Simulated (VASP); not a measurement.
Input:

```
NiSi2
1.0
    0.00000     2.67882     2.67882
    2.67882     0.00000     2.67882
    2.67882     2.67882     0.00000
Si Ni
2 1
Direct
  0.25000   0.25000   0.25000
  0.75000   0.75000   0.75000
  0.00000   0.00000   0.00000
```

These are LDA (Ceperley-Alder, Perdew-Zunger), VASP's LDA PAW potentials (set 64) (plane waves; VASP) values and carry that method's errors. Numerical set-up: 400 eV cut-off, 11×11×11 Γ-centred mesh, tetrahedra with Blöchl corrections, potentials Si Ni.

Task: The job: NiSi₂ (fluorite), 3 atoms, LDA, static run, 400 eV, 11×11×11 Γ-centred mesh. Roughly how much core time does it take on a busy server core?

Result: About 40 core-seconds (one run on a shared machine, a rough figure). It had 56 irreducible k-points, 13 bands, up to 725 plane waves and 18 electronic steps.

The compound is NiSi2 in the fluorite structure. It was relaxed first.
